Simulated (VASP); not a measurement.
Output of a VASP run:

File OUTCAR:
```
 ion  position               nearest neighbor table
   1  0.333  0.667  0.250-   2 2.46   2 2.46   2 2.46   2 2.46   2 2.46   2 2.46
   2  0.667  0.333  0.750-   1 2.46   1 2.46   1 2.46   1 2.46   1 2.46   1 2.46
  LATTYP: Found a hexagonal cell.
 ALAT       =     2.4743580000
 C/A-ratio  =     1.6235936756
 Subroutine PRICEL returns:
 Original cell was already a primitive cell.
 Subroutine GETGRP returns: Found 24 space group operations
The static configuration has the point symmetry D_3d.
 The point group associated with its full space group is D_6h.
The dynamic configuration has the point symmetry D_3d.
The overall configuration has the point symmetry D_3d.
 Subroutine INISYM returns: Found 24 space group operations
 Subroutine IBZKPT returns following result:
 Found     84 irreducible k-points:

 Following reciprocal coordinates:
            Coordinates               Weight
  0.000000  0.000000  0.000000      1.000000
  0.076923  0.000000  0.000000      6.000000
  0.153846  0.000000  0.000000      6.000000
  0.230769  0.000000  0.000000      6.000000
  0.307692  0.000000  0.000000      6.000000
  0.384615  0.000000  0.000000      6.000000
  0.461538  0.000000  0.000000      6.000000
  0.076923  0.076923  0.000000      6.000000
  0.153846  0.076923  0.000000     12.000000
  0.230769  0.076923  0.000000     12.000000
  0.307692  0.076923  0.000000     12.000000
  0.384615  0.076923  0.000000     12.000000
  0.461538  0.076923  0.000000      6.000000
  0.153846  0.153846  0.000000      6.000000
  0.230769  0.153846  0.000000     12.000000
  0.307692  0.153846  0.000000     12.000000
  0.384615  0.153846  0.000000     12.000000
  0.230769  0.230769  0.000000      6.000000
  0.307692  0.230769  0.000000     12.000000
  0.384615  0.230769  0.000000      6.000000
  0.307692  0.307692  0.000000      6.000000
  0.000000  0.000000  0.142857      2.000000
  0.076923  0.000000  0.142857     12.000000
  0.153846  0.000000  0.142857     12.000000
  0.230769  0.000000  0.142857     12.000000
  0.307692  0.000000  0.142857     12.000000
  0.384615  0.000000  0.142857     12.000000
  0.461538  0.000000  0.142857     12.000000
  0.076923  0.076923  0.142857     12.000000
  0.153846  0.076923  0.142857     24.000000
  0.230769  0.076923  0.142857     24.000000
  0.307692  0.076923  0.142857     24.000000
  0.384615  0.076923  0.142857     24.000000
  0.461538  0.076923  0.142857     12.000000
  0.153846  0.153846  0.142857     12.000000
  0.230769  0.153846  0.142857     24.000000
  0.307692  0.153846  0.142857     24.000000
  0.384615  0.153846  0.142857     24.000000
  0.230769  0.230769  0.142857     12.000000
  0.307692  0.230769  0.142857     24.000000
   k-points           NKPTS =     84   k-points in BZ     NKDIM =     84   number of bands    NBANDS=     16
   number of dos      NEDOS =    301   number of ions     NIONS =      2
   total plane-waves  NPLWV =   4704
   dimension x,y,z NGX =    14 NGY =   14 NGZ =   24
   dimension x,y,z NGXF=    28 NGYF=   28 NGZF=   48
   ions per type =               2
   PREC   = accura    normal or accurate (medium, high low for compatibility)
   ISTART =      0    job   : 0-new  1-cont  2-samecut
   ICHARG =      2    charge: 1-file 2-atom 10-const
   ISPIN  =      2    spin polarized calculation?
   LNONCOLLINEAR =      F non collinear calculations
   LSORBIT =      F    spin-orbit coupling
   INIWAV =      1    electr: 0-lowe 1-rand  2-diag
   ENCUT  =  300.0 eV  22.05 Ry    4.70 a.u.   3.49  3.49  5.67*2*pi/ulx,y,z
   NELM   =    100;   NELMIN=  2; NELMDL= -5     # of ELM steps
   EDIFF  = 0.1E-05   stopping-criterion for ELM
   LREAL  =      F    real-space projection
   NLSPLINE    = F    spline interpolate recip. space projectors
   LMAXMIX     =    4 max onsite mixed and CHGCAR
   VOSKOWN=      0    Vosko Wilk Nusair interpolation
   EDIFFG = 0.1E-04   stopping-criterion for IOM
...
```

OSZICAR:
```
       N       E                     dE             d eps       ncg     rms          rms(c)
DAV:   1     0.572548729209E+02    0.57255E+02   -0.68987E+03  5688   0.122E+03
DAV:   2    -0.135717594596E+02   -0.70827E+02   -0.66659E+02  5480   0.214E+02
DAV:   3    -0.150106843073E+02   -0.14389E+01   -0.14236E+01  6728   0.403E+01
DAV:   4    -0.150256911926E+02   -0.15007E-01   -0.15006E-01  6840   0.330E+00
DAV:   5    -0.150260255203E+02   -0.33433E-03   -0.33433E-03  6816   0.447E-01    0.163E+01
DAV:   6    -0.138984468685E+02    0.11276E+01   -0.12754E+01  5624   0.758E+01    0.912E+00
DAV:   7    -0.131867815675E+02    0.71167E+00   -0.26816E+00  5824   0.316E+01    0.256E+00
DAV:   8    -0.131566143849E+02    0.30167E-01   -0.14658E-02  8352   0.163E+00    0.128E+00
DAV:   9    -0.131508344449E+02    0.57799E-02   -0.51344E-04  7768   0.278E-01    0.539E-01
DAV:  10    -0.131484068809E+02    0.24276E-02   -0.41451E-04  7992   0.411E-01    0.980E-02
DAV:  11    -0.131484347703E+02   -0.27889E-04   -0.44200E-05  6512   0.879E-02    0.283E-02
DAV:  12    -0.131484240774E+02    0.10693E-04   -0.19751E-06  4984   0.302E-02    0.187E-02
DAV:  13    -0.131484231696E+02    0.90779E-06   -0.18816E-06  4288   0.173E-02
   1 F= -.13148423E+02 E0= -.13085332E+02  d E =-.126183E+00  mag=     1.1653
```

### OUTCAR
```
------------------------ aborting loop because EDIFF is reached ----------------------------------------
  FORCE on cell =-STRESS in cart. coord.  units (eV):
  Direction    XX          YY          ZZ          XY          YZ          ZX
  --------------------------------------------------------------------------------------
  Total       -1.7435730     -1.7435732     -1.4696886      0.0000000      0.0000000      0.0000000
  in kB     -131.1460160   -131.1460300   -110.5453025      0.0000000      0.0000000      0.0000000
  external PRESSURE =    -124.2791162 kB  Pullay stress =       0.0000000 kB
  volume of cell :       21.30
      direct lattice vectors                 reciprocal lattice vectors
     2.474358000  0.000000000  0.000000000     0.404145237  0.233333349  0.000000000
    -1.237179000  2.142857000  0.000000000     0.000000000  0.466666698  0.000000000
     0.000000000  0.000000000  4.017352000     0.000000000  0.000000000  0.248920184
 POSITION                                       TOTAL-FORCE (eV/Angst)
 -----------------------------------------------------------------------------------
     -0.00000      1.42857      1.00434        -0.000000     -0.000000      0.000000
      1.23718      0.71428      3.01301         0.000000      0.000000      0.000000
 -----------------------------------------------------------------------------------
    total drift:                               -0.000012      0.000007     -0.000028
  FREE ENERGIE OF THE ION-ELECTRON SYSTEM (eV)
  ---------------------------------------------------
  free  energy   TOTEN  =       -13.1484231696 eV

  energy  without entropy=      -13.0222403749  energy(sigma->0) =      -13.08533177

 total charge

# of ion       s       p       d       tot
------------------------------------------
    1        0.508   0.515   8.327   9.349
    2        0.508   0.515   8.327   9.349
--------------------------------------------------
tot          1.015   1.029  16.653  18.698

 magnetization (x)

# of ion       s       p       d       tot
------------------------------------------
    1       -0.004  -0.018   0.608   0.586
    2       -0.004  -0.018   0.608   0.586
--------------------------------------------------
tot         -0.008  -0.035   1.216   1.173
```
(Selected blocks of OUTCAR.)

POSCAR:
```
Ni
1
    2.4743580000     0.0000000000     0.0000000000
   -1.2371790000     2.1428570000     0.0000000000
    0.0000000000     0.0000000000     4.0173520000
Ni
2
Direct
  0.3333330000   0.6666670000   0.2500000000
  0.6666670000   0.3333330000   0.7500000000
```

Problem. Write an INCAR and KPOINTS that could have produced this output.

Solution. This is not unique; one that fits is the input of the run itself, LDA (Ceperley-Alder, Perdew-Zunger), plane waves, VASP's LDA PAW potentials (set 64).

File KPOINTS:
```
Automatic
0
G
  13 13 7
0 0 0
```

### INCAR
```
LMAXMIX = 4   # l cut-off of mixed one-centre charges
SIGMA = 0.1   # width (eV)
MAGMOM = 2*2.0
NELM = 100   # most electronic steps
ISMEAR = -1
LASPH = .TRUE.   # aspherical one-centre terms
ISPIN = 2   # spin-polarised
LCHARG = .FALSE.
ISIF = 2
PREC = Accurate
ALGO = Normal   # blocked Davidson
LWAVE = .FALSE.
ENCUT = 300   # plane-wave cut-off (eV)
LORBIT = 11   # lm-projected
EDIFF = 1E-6
SYSTEM = Ni
LREAL = .FALSE.   # projection in real space or not
```

POTCAR, in this order: Ni (LDA.64 set). Program: vasp_std.

At this cut-off the stress carries a Pulay error, which pulls relaxed volumes low.

The structure was generated: Ni was put into an ordered model structure, which need not be its known phase. The cell was not relaxed at this level.
